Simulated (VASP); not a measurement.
# Driving VASP from ASE on Fe (Iron-alpha)

Do runs on Fe (Iron-alpha) driven from ASE scripts give what the hand-typed input gives? All runs use PBEsol. The start is a cell from a database of measured crystal structures.

Calculated with VASP 6.6.1; PBEsol, spin-polarised from a ferromagnetic start (one magnetic atom a cell); plane waves and PAW (Fe), in the first sound run; inputs show where later runs differ.

### Step 1. Starting point

Symmetry: Im-3m, No. 229, cubic system. Conventional cell: a = 2.866 Å, b = 2.866 Å, c = 2.866 Å, α = 90.00°, β = 90.00°, γ = 90.00°. Fe has 8 Fe at 2.48 Å nearest.

### Step 2. Reference run

A single point gives energy, forces and stress at these settings. PBEsol restores the gradient expansion of exchange and is tuned for the cells of solids.

INCAR reads:

```
SYSTEM = Fe
PREC = Accurate
ENCUT = 400
EDIFF = 1E-06
NELM = 100
ISMEAR = -1
SIGMA = 0.05
LREAL = .FALSE.
ALGO = Normal
GGA = PS
NBANDS = 12
ISPIN = 2
MAGMOM = 3
LASPH = .TRUE.
LMAXMIX = 4
LORBIT = 11
LWAVE = .FALSE.
LCHARG = .FALSE.
KPAR = 2
ISIF = 2
```

POSCAR reads:

```
Fe
1.0
   -1.4332500000      1.4332500000      1.4332500000
    1.4332500000     -1.4332500000      1.4332500000
    1.4332500000      1.4332500000     -1.4332500000
Fe
1
Direct
    0.0000000000      0.0000000000      0.0000000000
```

KPOINTS reads:

```
Automatic mesh
0
Gamma
11 11 11
0 0 0
```

PAW data sets: Fe (PBE family, release 64).

Started as:

```
$ mpirun -np 2 vasp_std
```

Log:

```text
[banner, memory and clock lines left out]
running    2 mpi-ranks, on    1 nodes
 distrk:  each k-point on    1 cores,    2 groups
 distr:  one band on    1 cores,    1 groups

 POSCAR found type information on POSCAR Fe
 POSCAR found :  1 types and       1 ions
|                                                                             |
|               ----> ADVICE to this user running VASP <----                  |
|                                                                             |
|     You enforced a specific xc type in the INCAR file but a different       |
|     [... a line on the potential file left out ...]
|     I HOPE YOU KNOW WHAT YOU ARE DOING!                                     |
|                                                                             |

 LDA part: xc-table for (Slater+PW92), standard interpolation
 POSCAR, INCAR and KPOINTS ok, starting setup
 FFT: planning ... GRIDC
 FFT: planning ... GRID_SOFT
 FFT: planning ... GRID
 WAVECAR not read
 entering main loop
       N       E                     dE             d eps       ncg     rms          rms(c)
DAV:   1     0.147928289077E+02    0.14793E+02   -0.34198E+03  2996   0.662E+02
DAV:   2    -0.943214382950E+01   -0.24225E+02   -0.22182E+02  2804   0.115E+02
DAV:   3    -0.997268494432E+01   -0.54054E+00   -0.53801E+00  3096   0.197E+01
DAV:   4    -0.997465702174E+01   -0.19721E-02   -0.19719E-02  3040   0.104E+00
DAV:   5    -0.997467070462E+01   -0.13683E-04   -0.13684E-04  3076   0.874E-02    0.116E+01
DAV:   6    -0.897331844353E+01    0.10014E+01   -0.12315E+01  3032   0.455E+01    0.618E+00
DAV:   7    -0.889002911908E+01    0.83289E-01   -0.85725E-01  3096   0.115E+01    0.347E+00
DAV:   8    -0.888210225998E+01    0.79269E-02   -0.53710E-03  3144   0.499E-01    0.130E+00
DAV:   9    -0.887436933044E+01    0.77329E-02   -0.51233E-03  3576   0.387E-01    0.289E-01
DAV:  10    -0.887410454451E+01    0.26479E-03   -0.48517E-04  2924   0.208E-01    0.711E-02
DAV:  11    -0.887412323074E+01   -0.18686E-04   -0.41881E-05  3056   0.640E-02    0.323E-02
DAV:  12    -0.887412426637E+01   -0.10356E-05   -0.15676E-06  2652   0.161E-02    0.928E-03
DAV:  13    -0.887412701055E+01   -0.27442E-05   -0.18103E-06  2220   0.120E-02    0.567E-03
DAV:  14    -0.887412614107E+01    0.86948E-06   -0.10703E-07  1444   0.347E-03
   1 F= -.88741261E+01 E0= -.88702906E+01  d E =-.767098E-02  mag=     2.2574
```

The job ended after 3 s (2 MPI ranks of Intel Xeon 6975P-C (Granite Rapids), shared host; peak memory 0.22 GiB).

Lines that name or quote the potential files are left out of all logs, and their timing lines are given in words.

Parts of OUTCAR (step 2):

```text
ion  position               nearest neighbor table
   1  0.000  0.000  0.000-

  LATTYP: Found a body centered cubic cell.
 ALAT       =     2.8665000000

 Subroutine GETGRP returns: Found 48 space group operations
 (whereof 48 operations were pure point group operations)

The static configuration has the point symmetry O_h .

 Found     56 irreducible k-points:

   k-points           NKPTS =     56   k-points in BZ     NKDIM =     56   number of bands    NBANDS=     12

   dimension x,y,z NGX =    16 NGY =   16 NGZ =   16
   dimension x,y,z NGXF=    32 NGYF=   32 NGZF=   32

   ENCUT  =  400.0 eV  29.40 Ry    5.42 a.u.   4.05  4.05  4.05*2*pi/ulx,y,z

   NELECT =       8.0000    total number of electrons

 k-points in reciprocal lattice and weights: Automatic mesh
   0.00000000  0.00000000  0.00000000       0.001
   0.09090909  0.00000000  0.00000000       0.009
   0.18181818  0.00000000  0.00000000       0.009
   0.27272727  0.00000000  0.00000000       0.009
   0.36363636  0.00000000  0.00000000       0.009
   0.45454545  0.00000000  0.00000000       0.009
   0.09090909  0.09090909  0.00000000       0.018
   0.18181818  0.09090909  0.00000000       0.036
   0.27272727  0.09090909  0.00000000       0.036
[...]
-0.45454545 -0.45454545  0.36363636       0.006
  -0.45454545  0.45454545  0.45454545       0.005

 average (electrostatic) potential at core
       1 -43.4971

 E-fermi :   5.2635

 spin component 1
 k-point     1 :       0.0000    0.0000    0.0000
  band No.  band energies     occupation
    ...
      2       3.0505      1.00000
      3       3.0505      1.00000
      4       3.0505      1.00000
      5       4.2485      1.00000
      6       4.2485      1.00000
      7      29.8800      0.00000
      8      29.8800      0.00000
      9      29.8800      0.00000
     10      34.7555      0.00000
     11      34.7555      0.00000
    ...

 k-point     2 :       0.0909    0.0000    0.0000
  band No.  band energies     occupation
    ...
      2       2.9629      1.00000
      3       3.0406      1.00000
      4       3.2241      1.00000
      5       4.1672      1.00000
      6       4.2558      1.00000
      7      27.8050      0.00000
      8      29.3182      0.00000
      9      29.6157      0.00000
     10      33.6892      0.00000
     11      33.7904      0.00000
    ...

 k-point     3 :       0.1818    0.0000    0.0000
  band No.  band energies     occupation
    ...
      2       2.7340      1.00000
      3       2.9651      1.00000
      4       3.7110      1.00000
      5       4.0610      1.00000
      6       4.2810      1.00000
      7      23.8412      0.00000
      8      27.5751      0.00000
      9      29.0999      0.00000
     10      30.6935      0.00000
     11      32.5969      0.00000
    ...

 k-point     4 :       0.2727    0.0000    0.0000
  band No.  band energies     occupation
    ...
      2       2.4445      1.00000
      3       2.9601      1.00000
      4       4.1123      1.00000
      5       4.3266      1.00000
      6       4.4001      1.00000
      7      19.6032      0.00000
      8      25.6432      0.00000
      9      28.0942      0.00000
     10      28.6450      0.00000
     11      31.9325      0.00000
    ...

 k-point     5 :       0.3636    0.0000    0.0000
  band No.  band energies     occupation
    ...
      2       2.1880      1.00000
      3       3.7391      1.00000
      4       4.3004      1.00000
      5       4.3819      1.00000
      6       5.0980      0.96476
      7      15.6835      0.00000
      8      24.1681      0.00000
      9      26.1096      0.00000
     10      28.3423      0.00000
     11      31.7604      0.00000
    ...

 k-point     6 :       0.4545    0.0000    0.0000
  band No.  band energies     occupation
      1       0.5318      1.00000
      2       2.0397      1.00000
      3       4.2731      1.00000
      4       4.4209      1.00000
      5       5.4214      0.04075
      6       5.5505      0.00321
      7      12.7869      0.00000
      8      23.3823      0.00000
      9      25.0104      0.00000
    ...

  Total       -1.1351757     -1.1351757     -1.1351757     -0.0000000     -0.0000000     -0.0000000
  in kB     -154.4357463   -154.4357463   -154.4357463     -0.0000000     -0.0000000     -0.0000000
  external PRESSURE =    -154.4357463 kB  Pullay stress =       0.0000000 kB

  energy-cutoff  :      400.00
  volume of cell :       11.78
      direct lattice vectors                 reciprocal lattice vectors
    -1.433250000  1.433250000  1.433250000     0.000000000  0.348857492  0.348857492
     1.433250000 -1.433250000  1.433250000     0.348857492  0.000000000  0.348857492
     1.433250000  1.433250000 -1.433250000     0.348857492  0.348857492  0.000000000

 POSITION                                       TOTAL-FORCE (eV/Angst)
 -----------------------------------------------------------------------------------
      0.00000      0.00000      0.00000         0.000000     -0.000000      0.000000
 -----------------------------------------------------------------------------------
    total drift:                                0.000000      0.000000     -0.000000

  FREE ENERGIE OF THE ION-ELECTRON SYSTEM (eV)
  ---------------------------------------------------
  free  energy   TOTEN  =        -8.8741261411 eV

  energy  without entropy=       -8.8664551584  energy(sigma->0) =       -8.87029065

 total charge
# of ion       s       p       d       tot
------------------------------------------
    1        0.476   0.511   6.213   7.199

 magnetization (x)
# of ion       s       p       d       tot
------------------------------------------
    1       -0.013  -0.048   2.313   2.252

[... 6 further parts left out ...]
```

The cell holds one magnetic atom, so no antiferromagnetic order fits into it. The k-mesh is coarse for a metal. The PAW data sets were made with PBE, which is usual practice but a small mismatch for other functionals. At this level the cell is under a tension of 15.4 GPa, so at these settings it is away from equilibrium.

Numbers from this step:

```
SCF cycles                                        : 14
electrons                                         : 8
bands                                             : 12
irreducible k-points                              : 56
symmetry operations                               : 48
free energy (TOTEN)                               : -8.874 eV
energy at zero smearing                           : -8.870 eV
Fermi energy                                      : 5.263 eV
pressure                                          : -15.44 GPa
moment of the cell, from the last line of the log : 2.257 μB
metallic, judged on the points sampled            : yes
```

Spin moment in the PAW sphere by atom:

| atom | spin moment in the PAW sphere (μB) |
| --- | --- |
| Fe1 | 2.25 |

The pressure is -15.44 GPa and the largest force 0.000 eV/Å, so the cell is not at a minimum at these settings.

### Step 3. Self-consistent run (PBEsol, through ASE)

The single point through ASE, with the structure typed into the script.

run.py reads:

```python
import numpy as np
from ase.calculators.vasp import Vasp
from ase import Atoms
from ase.dft.bandgap import bandgap

atoms = Atoms(['Fe'],
              cell=[[-1.43325, 1.43325, 1.43325], [1.43325, -1.43325, 1.43325], [1.43325, 1.43325, -1.43325]],
              scaled_positions=[[0.0, 0.0, 0.0]],
              pbc=True)

calc = Vasp(
    xc='pbesol',
    pp='PBE',
    prec='Accurate',
    encut=400,
    ediff=1e-06,
    nelm=100,
    ismear=-1,
    sigma=0.05,
    lreal=False,
    algo='Normal',
    nbands=12,
    ispin=2,
    lasph=True,
    lmaxmix=4,
    lorbit=11,
    lwave=False,
    lcharg=False,
    kpar=2,
    isif=2,
    pp_version='64',
    setups={'Fe': ''},
    kpts=(11, 11, 11),
    gamma=True,
    txt='vasp.out',
    magmom=[3.0],
)
atoms.calc = calc

print("energy (eV):", round(atoms.get_potential_energy(), 6))
print("Fermi level (eV):", round(calc.get_fermi_level(), 4))
print("forces (eV/A):")
print(np.round(atoms.get_forces(), 4))
print("stress (GPa, Voigt, tension positive):", np.round(atoms.get_stress() * 160.21766, 3))
print("magnetic moment (muB):", round(atoms.get_magnetic_moment(), 3))
gap, p1, p2 = bandgap(calc, direct=False)
print("gap on the mesh (eV):", round(gap, 4))
```

Started as:

```
$ export ASE_VASP_COMMAND="mpirun -np 2 vasp_std"
$ python run.py
```

Log:

```text
energy (eV): -8.870291
Fermi level (eV): 5.2635
forces (eV/A):
[[ 0. -0.  0.]]
stress (GPa, Voigt, tension positive): [15.444 15.444 15.444 -0.     0.    -0.   ]
magnetic moment (muB): 2.257
gap on the mesh (eV): 0.0
```

It took 3.6 s on 2 MPI ranks; peak memory 0.22 GiB; 5.7 s of CPU time.

ASE turned this into the INCAR:

```
ENCUT = 400.000000
SIGMA = 0.050000
EDIFF = 1.00e-06
ALGO = Normal
GGA = PS
PREC = Accurate
ISIF = 2
ISMEAR = -1
ISPIN = 2
KPAR = 2
LMAXMIX = 4
LORBIT = 11
NBANDS = 12
NELM = 100
MAGMOM = 1*3.0000
LASPH = .TRUE.
LCHARG = .FALSE.
LWAVE = .FALSE.
LREAL = .FALSE.
```

ASE turned this into the KPOINTS:

```
KPOINTS created by Atomic Simulation Environment
0
Gamma
11 11 11
0 0 0
```

vasp.out:

```text
[banner, memory and clock lines left out]
running    2 mpi-ranks, on    1 nodes
 distrk:  each k-point on    1 cores,    2 groups
 distr:  one band on    1 cores,    1 groups

 POSCAR found type information on POSCAR Fe
 POSCAR found :  1 types and       1 ions
 [... a notice as in an earlier step ...]

 LDA part: xc-table for (Slater+PW92), standard interpolation
 POSCAR, INCAR and KPOINTS ok, starting setup
 FFT: planning ... GRIDC
 FFT: planning ... GRID_SOFT
 FFT: planning ... GRID
 WAVECAR not read
 entering main loop
       N       E                     dE             d eps       ncg     rms          rms(c)
[... 14 cycles as in an earlier step ...]
   1 F= -.88741261E+01 E0= -.88702906E+01  d E =-.767098E-02  mag=     2.2574
```

Parts of OUTCAR (step 3):

```text
The static configuration has the point symmetry O_h .

 Found     56 irreducible k-points:

   NELECT =       8.0000    total number of electrons

 E-fermi :   5.2635

[... 26 parts as in an earlier step ...]

[... 1 further part left out ...]
```

The energy equals that of the run typed by hand within 0.01 meV an atom.

[end of part 1 of 3]

[Lines on the potential files, build, host, timing and source positions are cut from VASP's logs without a mark.]

[Logs are printed without paths, hosts, clocks, repeated set-up lines and the standing remarks that a program may print on its own settings, such as how far it seeks lower states.]

[Hosts, paths, dates, database ids (printed as entryN), source tags and the programs' standing remarks are cut or masked in the printed files.]

[A measured line is paired with the nearest computed mode of its activity, which favours agreement.]

[In band tables of VASP the shares of atoms and orbitals are scaled to a sum of 1 inside the atoms' spheres.]
